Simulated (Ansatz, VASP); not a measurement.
**SnSe (puckered SnSe 3 layers, AB): VASP beside Ansatz**

Wanted: the spread between two codes on one cell, functional and k mesh. The cell is taken from a series of runs on this material, whose earlier steps may have relaxed, scaled, displaced or heated it; both programs get it as it stands.

Main program and level: Ansatz 0.2.0; plane waves, with VASP 6.6.1 beside it; single point at PBE with D3(BJ).

### Step 1. Set-up

The cell holds 12 atoms: 6 Sn and 6 Se. Cell: a = 4.311 Å, b = 4.232 Å, c = 32.414 Å, α = 90.0°, β = 90.0°, γ = 90.0°. Vacuum lies along c.

### Step 2. Ansatz: single point, PBE with D3(BJ)

Ansatz runs on its default PAW (the set named soft_2) files.

With cell and atoms fixed, the geometry can't cause a difference; cores, projectors, grids and the points listed under the comparison can.

The input, input.yaml:

```yaml
crystal:
  lattice:
    - [4.3111852727, 0.0, 0.0]
    - [0.0, 4.2316266001, 0.0]
    - [0.0, 0.0, 32.4141101656]
  atoms:
    - { symbol: Sn, position: [0.0206327887, 0.0, 0.2776568585] }
    - { symbol: Se, position: [0.4742503353, 0.5, 0.2832754782] }
    - { symbol: Se, position: [0.9753311908, 0.0, 0.361343775] }
    - { symbol: Sn, position: [0.5258345659, 0.5, 0.3674319208] }
    - { symbol: Sn, position: [0.0295989126, 0.5, 0.4542790135] }
    - { symbol: Se, position: [0.4743522068, 0.0, 0.4615716902] }
    - { symbol: Se, position: [0.9743522068, 0.5, 0.5384283098] }
    - { symbol: Sn, position: [0.5295989126, 0.0, 0.5457209865] }
    - { symbol: Sn, position: [0.0258345659, 0.0, 0.6325680792] }
    - { symbol: Se, position: [0.4753311908, 0.5, 0.638656225] }
    - { symbol: Se, position: [0.9742503353, 0.0, 0.7167245218] }
    - { symbol: Sn, position: [0.5206327887, 0.5, 0.7223431415] }
kpoints:
  mp_grid: { grid: [10, 10, 1] }
  band_path:
    path:
      - [0, 0, 0]
      - [0.5, 0, 0]
      - [0.5, 0.5, 0]
      - [0, 0, 0]
      - [0, 0.5, 0]
      - [0.5, 0.5, 0]
    npoints: 16
hamiltonian:
  xc: pbe
  dispersion: d3bj
scf:
  occupations: { method: fermi_dirac, width: 0.05 }
  convergence: { dr2_threshold: 1.0e-10 }
efield:
  axis: 3
  dipole_correction: true
  ramp_position: 0.97
  ramp_width: 0.06
  amplitude: 0
output:
  dos: { projected: true, e_range: [-6, 5] }
  bader: true
  write_potential: true
  write_density: true
  volumetric_format: npy
  elf: true
```

Run with:

```console
$ ansatz run input.yaml --threads 4 --pin off --max-ram 12288MiB --backend cpu --events-out ev --progress --plain --runs-dir out
```

Numbers of over 12 decimals in the logs are rounded to 6 here.

Log:

```text
Engine: ansatz 0.2.0, aarch64-unknown-linux-gnu
Pseudopotentials: kind: paw
Pseudopotential: Sn, paw, valence charge 14, recommended cutoff 420 eV (normal), Sn.paw.azcp
Pseudopotential: Se, paw, valence charge 16, recommended cutoff 420 eV (normal), Se.paw.azcp
Functional definition: PBE
  parameter kappa = 0.804
  parameter beta = 0.066725
  exchange = pbe_x(kappa = kappa, mu = beta*pi^2/3)
  correlation = pbe_c(beta = beta)
Crystal: 12 atoms, lattice volume = 591.341 Å³
Basis set: ecut = 420 eV, 11477 PW (Γ)
Bands: 108, of which v1, the nominal top of the filled ones, is band 90 counted from 1 (89 counted from 0)
Symmetry: 2 space group operations
k-points: 36 of 100 (time reversal used)
Non-local potential: Sn, projectors of the file, l = 0: 2, l = 1: 2, l = 2: 2, l = 3: 2
Non-local potential: Se, projectors of the file, l = 0: 2, l = 1: 2, l = 2: 3, l = 3: 1
PAW form: soft (Blöchl's): semilocal exchange-correlation on the pseudo side does not see the compensation charge
PAW one-centre angular grid: Sn, 590 points (default); XC on 64 Gauss nodes
PAW one-centre angular grid: Se, 590 points (default); XC on 64 Gauss nodes
Initial density: superposition of atomic densities (neutral atoms: chi_scale 0, normalization atom), corrected by the library's trained network
Initial wavefunctions: pseudopotential atomic-orbital guess
Functional: x = pbe(κ = 0.804, μ = 0.219515), c = pbe(β = 0.066725)
SCF iter   1: F=—  HF=-68968.535931 eV  |F-HF|=—  |Δ(HF+E_count)|=         —  Δρ=1.11e-3  dr2=4.26e-2  ethr=1.77e-3  p=0.000 e·Å  D=2.03e-14 V/Å  ΔV_dip=-0.00 eV  dr2_dipole=6.63e-8  V_vac-E_F(+/−)=4.05/4.05 eV  ⟨swp⟩=6.9  Hψ=15356  notcnv=0  defer=75
efield: sawtooth ramp at fractional position 0.9700 (set: `efield.ramp_position`, or a place that a band, a saddle search or an elastic batch's reference lends), width 0.0600; the density the first Hamiltonian is built on has a dipole p = 0.000 e·Å; the dipole correction subtracts the counter field D = 2.03e-14 V/Å, which shifts the + side's vacuum level by -0.00 eV against the − side's; the planar-averaged density in the ramp window peaks in size at 1.5e-6 e/Å³
preconditioner: auto → Resta (q_TF=auto, 2.238 Å⁻¹)  ε∞=2.0  [insulator: Δε(μ)=0.868 eV  Ē_g=16.618 eV  σ=0.050 eV  W_gap=1.00  n_scr=126 (ndim 8)  ℏωp=16.7 eV  f_vac=0.452  D(μ)=0.00/eV (n_scr^D=0)  ε∞_Penn≈2.0  vacuum switching on, ρ_ref=2.0e-2 e/Å³]
SCF iter   2: F=—  HF=-68968.537463 eV  |F-HF|=—  |Δ(HF+E_count)|=   1.53e-3  Δρ=1.02e-3  dr2=1.10e-1  ethr=2.36e-5  p=-0.000 e·Å  D=-5.11e-5 V/Å  ΔV_dip=0.00 eV  dr2_dipole=1.11e-6  V_vac-E_F(+/−)=4.14/4.14 eV  ⟨swp⟩=2.5  Hψ=7057  notcnv=0  defer=328
SCF iter   3: F=—  HF=-68968.528576 eV  |F-HF|=—  |Δ(HF+E_count)|=   8.89e-3  Δρ=4.95e-4  dr2=7.78e-3  ethr=2.36e-5  p=0.000 e·Å  D=3.84e-5 V/Å  ΔV_dip=-0.00 eV  dr2_dipole=6.20e-7  V_vac-E_F(+/−)=3.97/3.97 eV  ⟨swp⟩=2.1  Hψ=4398  notcnv=0  defer=328
SCF iter   4: F=—  HF=-68968.528327 eV  |F-HF|=—  |Δ(HF+E_count)|=   2.50e-4  Δρ=2.00e-4  dr2=5.01e-4  ethr=4.32e-6  p=-0.000 e·Å  D=-9.17e-5 V/Å  ΔV_dip=0.00 eV  dr2_dipole=3.29e-6  V_vac-E_F(+/−)=3.97/3.97 eV  ⟨swp⟩=2.0  Hψ=4074  notcnv=0  defer=328
SCF iter   5: F=—  HF=-68968.528451 eV  |F-HF|=—  |Δ(HF+E_count)|=   1.25e-4  Δρ=8.80e-5  dr2=7.98e-5  ethr=2.79e-7  p=0.001 e·Å  D=2.76e-4 V/Å  ΔV_dip=-0.01 eV  dr2_dipole=3.04e-5  V_vac-E_F(+/−)=3.94/3.95 eV  ⟨swp⟩=2.0  Hψ=4425  notcnv=0  defer=328
SCF iter   6: F=—  HF=-68968.528489 eV  |F-HF|=—  |Δ(HF+E_count)|=   3.75e-5  Δρ=5.63e-5  dr2=2.69e-4  ethr=4.43e-8  p=-0.002 e·Å  D=-7.43e-4 V/Å  ΔV_dip=0.02 eV  dr2_dipole=2.22e-4  V_vac-E_F(+/−)=3.95/3.93 eV  ⟨swp⟩=2.6  Hψ=6002  notcnv=0  defer=328  recentre
SCF iter   7: F=—  HF=-68968.528461 eV  |F-HF|=—  |Δ(HF+E_count)|=   2.77e-5  Δρ=3.33e-5  dr2=2.69e-5  ethr=4.43e-8  p=0.001 e·Å  D=2.16e-4 V/Å  ΔV_dip=-0.01 eV  dr2_dipole=1.88e-5  V_vac-E_F(+/−)=3.94/3.95 eV  ⟨swp⟩=2.0  Hψ=4125  notcnv=0  defer=328
SCF iter   8: F=—  HF=-68968.528465 eV  |F-HF|=—  |Δ(HF+E_count)|=   3.97e-6  Δρ=1.09e-5  dr2=4.80e-7  ethr=1.49e-8  p=0.000 e·Å  D=4.23e-6 V/Å  ΔV_dip=-0.00 eV  dr2_dipole=5.88e-9  V_vac-E_F(+/−)=3.94/3.94 eV  ⟨swp⟩=1.9  Hψ=4008  notcnv=0  defer=328
SCF iter   9: F=—  HF=-68968.528359 eV  |F-HF|=—  |Δ(HF+E_count)|=   1.06e-4  Δρ=3.16e-6  dr2=1.74e-7  ethr=2.66e-10  p=-0.000 e·Å  D=-7.04e-6 V/Å  ΔV_dip=0.00 eV  dr2_dipole=7.13e-9  V_vac-E_F(+/−)=3.94/3.94 eV  ⟨swp⟩=2.1  Hψ=6932  notcnv=0  defer=323
SCF iter  10: F=—  HF=-68968.528359 eV  |F-HF|=—  |Δ(HF+E_count)|=   4.21e-8  Δρ=1.63e-6  dr2=1.31e-7  ethr=9.65e-11  p=0.000 e·Å  D=5.62e-6 V/Å  ΔV_dip=-0.00 eV  dr2_dipole=3.39e-9  V_vac-E_F(+/−)=3.94/3.94 eV  ⟨swp⟩=2.0  Hψ=4754  notcnv=0  defer=323
[...]
SCF 1 converged in 14 iterations: F = -68968.528359 eV  dr2 = 2.88e-11
  greatest PAW one-centre occupation: 1.000 electrons in one spin orbital (limit 2), on the Se atom at site 2 (counted from 0), in its partial waves of l = 2
NSCF: frozen V_eff on 81 k-points
efield: sawtooth ramp at fractional position 0.9700 (kept from the solve that this one continues, or follows in the run), width 0.0600; the density the first Hamiltonian is built on has a dipole p = -0.000 e·Å; the dipole correction subtracts the counter field D = -8.84e-9 V/Å, which shifts the + side's vacuum level by +0.00 eV against the − side's; the planar-averaged density in the ramp window peaks in size at 1.4e-6 e/Å³
WARN: The output density's exchange-correlation potential varies sharply where the density is thin. Do not read a vacuum level from v_tot or v_xc, or from such a field of the output density. On a cell that repeats whose density bears no net charge and no dipole along the vacuum's axis use v_es (v_loc + v_h of the components); under efield.dipole_correction with no amplitude use v_es + v_field, which holds any externa [...]
SCF converged after 14 iterations
Free energy (F): -68968.528359 eV
Harris-Foulkes:  -68968.528359 eV  (|F-HF|=2.47e-10)
Internal energy: -68968.528341 eV  (E = F + TS)
E sigma→0 (E₀):  -68968.528350 eV
Entropy (-TS):   -0.000019 eV (-0.002 meV/atom)
Fermi energy:    3.274870 eV
Dipole field:    D = 0.000000 V/Å  (p = 0.000000 e·Å, saw-weighted, corrected)
Work function:   Φ+ = 3.9395 eV   Φ− = 3.9395 eV
Levels:          The Fermi level and band energies are counted from a zero that moves with the ramp; work functions are not
--- Per-component energies (eV) ---
  E_band       = -3912.067704
  E_kinetic    = 1823.676317
  E_local      = -215981.941317  (includes V_loc(G=0)·N_el)
  E_nonlocal   = -3771.148012
  E_hartree    = 107987.760203
  E_xc         = -2925.127450
  E_vxc        = -1168.908070  (∫ρ·V_xc dr)
  E_paw        = -36268.105643  (= ΣΔE_a)
  E_vpaw       = -789.262333  (= ΣTr[D̂ρ^β])
  E_aug_tail   = -0.003443  (compensation charges beyond the density's cutoff)
  E_efield     = 0.000000  (sawtooth field / dipole correction)
  E_vefield    = 0.000000  (∫n·V_field dr)
  E_ewald      = 80170.223835
  E_disp       = -3.862831  (pairwise vdW)
  E_smearing   = -0.000019  (= −TS)
  E_closure    = 0.000000  (closes the sum)
  Σ components = -68968.528359   (vs F -68968.528359, Δ=0.00e0)
--- Band table (eV; the first three rows and the last of 36) ---
  k-point 0: bands = [... 86 lower, 1.1727, 2.2911, 2.3830, 2.3891, 3.6986, 4.8248, 5.8883, 5.9272, ... 14 higher]
  k-point 1: bands = [... 86 lower, 1.3709, 2.2836, 2.3420, 2.3657, 3.7257, 4.8528, 5.8800, 5.9772, ... 14 higher]
  k-point 2: bands = [... 86 lower, 1.7810, 2.1426, 2.2810, 2.2818, 3.8814, 4.9040, 5.2179, 5.3137, ... 14 higher]
  k-point 35: bands = [... 86 lower, 1.1713, 1.1713, 1.2312, 1.2312, 5.5754, 5.5754, 5.6679, 5.6679, ... 14 higher]
--- Bader charges: 12 sites ---
  site symbol  charge [e]  shift [e]
     0     Sn      0.8479     0.0003
     1     Se     -0.8469     0.0003
     2     Se     -0.8416     0.0003
     3     Sn      0.8375     0.0003
     4     Sn      0.8363     0.0003
     5     Se     -0.8333     0.0003
     6     Se     -0.8333     0.0003
     7     Sn      0.8363     0.0003
     8     Sn      0.8375     0.0003
     9     Se     -0.8416     0.0003
    10     Se     -0.8469     0.0003
    11     Sn      0.8479     0.0003
  estimated error of the sums over rays = 3.7e-4 e
```

In the SCF lines HF is the Harris–Foulkes energy and dr2 the Hartree energy of the density residual, in eV; the loop may stop once dr2 is under the threshold and the program's other checks hold. Hψ counts applications of the Hamiltonian.

### Step 3. VASP: single point, PBE with D3(BJ)

The same cell, functional, mesh and smearing now go to VASP, with its own data sets.

Lines of VASP's logs that name or quote its potential files are left out, and so is its time.

The input, INCAR:

```
SYSTEM = SnSe
PREC = Accurate
ENCUT = 400
EDIFF = 1E-06
NELM = 120
ISMEAR = -1
SIGMA = 0.05
LREAL = .FALSE.
ALGO = Normal
GGA = PE
IVDW = 12
NBANDS = 74
LORBIT = 11
LWAVE = .FALSE.
LCHARG = .FALSE.
ISIF = 2
LDIPOL = .TRUE.
IDIPOL = 3
DIPOL = 0.5 0.5 0.5
LVHAR = .TRUE.
LASPH = .TRUE.
GGA_COMPAT = .FALSE.
EFERMI = MIDGAP
NELMDL = -8
KPAR = 2
```

The input, POSCAR:

```
SnSe
1.0
    4.3111852727      0.0000000000      0.0000000000
    0.0000000000      4.2316266001      0.0000000000
    0.0000000000      0.0000000000     32.4141101656
Sn Se
6 6
Direct
    0.0206327887      0.0000000000      0.2776568585
    0.5258345659      0.5000000000      0.3674319208
    0.0295989126      0.5000000000      0.4542790135
    0.5295989126      0.0000000000      0.5457209865
    0.0258345659      0.0000000000      0.6325680792
    0.5206327887      0.5000000000      0.7223431415
    0.4742503353      0.5000000000      0.2832754782
    0.9753311908      0.0000000000      0.3613437750
    0.4743522068      0.0000000000      0.4615716902
    0.9743522068      0.5000000000      0.5384283098
    0.4753311908      0.5000000000      0.6386562250
    0.9742503353      0.0000000000      0.7167245218
```

The input, KPOINTS:

```
Automatic mesh
0
Gamma
10 10 1
0 0 0
```

PAW data sets: Sn_d and Se (PBE family, release 64).

Run with:

```console
$ mpirun -np 2 vasp_std
```

Log:

```text
[banner, memory and clock lines left out]
running    2 mpi-ranks, on    1 nodes
 distrk:  each k-point on    1 cores,    2 groups
 distr:  one band on    1 cores,    1 groups

 POSCAR found type information on POSCAR SnSe
 POSCAR found :  2 types and      12 ions
 LDA part: xc-table for (Slater+PW92), standard interpolation
 POSCAR, INCAR and KPOINTS ok, starting setup
 FFT: planning ... GRIDC
 FFT: planning ... GRID_SOFT
 FFT: planning ... GRID
 WAVECAR not read
 entering main loop
       N       E                     dE             d eps       ncg     rms          rms(c)
DAV:   1     0.111901472788E+04    0.11190E+04   -0.48043E+04  5896   0.143E+03
DAV:   2     0.126397490775E+03   -0.99262E+03   -0.96527E+03  5824   0.374E+02
DAV:   3    -0.377404453949E+02   -0.16414E+03   -0.16005E+03  6214   0.174E+02
DAV:   4    -0.497602167171E+02   -0.12020E+02   -0.11836E+02  6052   0.476E+01
DAV:   5    -0.502507992259E+02   -0.49058E+00   -0.48883E+00  7126   0.904E+00
DAV:   6    -0.502669545614E+02   -0.16155E-01   -0.16149E-01  7912   0.159E+00
DAV:   7    -0.502673550333E+02   -0.40047E-03   -0.40042E-03  8192   0.239E-01
DAV:   8    -0.502673640796E+02   -0.90462E-05   -0.90459E-05  8024   0.393E-02    0.785E+00
DAV:   9    -0.490204351671E+02    0.12469E+01   -0.24015E+00  7048   0.618E+00    0.494E+00
DAV:  10    -0.490095423551E+02    0.10893E-01   -0.10503E+00  7074   0.330E+00    0.170E+00
DAV:  11    -0.489901491241E+02    0.19393E-01   -0.13262E-01  6540   0.180E+00    0.484E-01
DAV:  12    -0.489883183925E+02    0.18307E-02   -0.14253E-02  6430   0.631E-01    0.168E-01
DAV:  13    -0.489875585670E+02    0.75983E-03   -0.14337E-03  7004   0.236E-01    0.996E-02
DAV:  14    -0.489868073402E+02    0.75123E-03   -0.98827E-04  6466   0.123E-01    0.375E-02
[...]
DAV:  20    -0.489877885847E+02   -0.69993E-04   -0.20968E-06  4484   0.475E-03    0.187E-03
DAV:  21    -0.489878306623E+02   -0.42078E-04   -0.23396E-06  4392   0.346E-03    0.828E-04
DAV:  22    -0.489878381504E+02   -0.74881E-05   -0.69328E-07  4344   0.342E-03    0.604E-04
DAV:  23    -0.489878499617E+02   -0.11811E-04   -0.44094E-07  3754   0.137E-03    0.337E-04
DAV:  24    -0.489878553954E+02   -0.54337E-05   -0.14066E-07  3934   0.103E-03    0.254E-04
DAV:  25    -0.489878607521E+02   -0.53567E-05   -0.13337E-07  3902   0.847E-04    0.137E-04
DAV:  26    -0.489878646994E+02   -0.39473E-05   -0.16937E-07  3896   0.740E-04    0.734E-05
DAV:  27    -0.489878653454E+02   -0.64593E-06   -0.26179E-08  3918   0.527E-04
   1 F= -.52850094E+02 E0= -.52850084E+02  d E =-.199410E-04
```

[end of part 1 of 2]

[Lines on the potential files, build, host, timing and source positions are cut from VASP's logs without a mark.]

[Logs are printed without paths, hosts, clocks, repeated set-up lines and the standing remarks that a program may print on its own settings, such as how far it seeks lower states.]

[Hosts, paths, dates, database ids (printed as entryN), source tags and the programs' standing remarks are cut or masked in the printed files.]
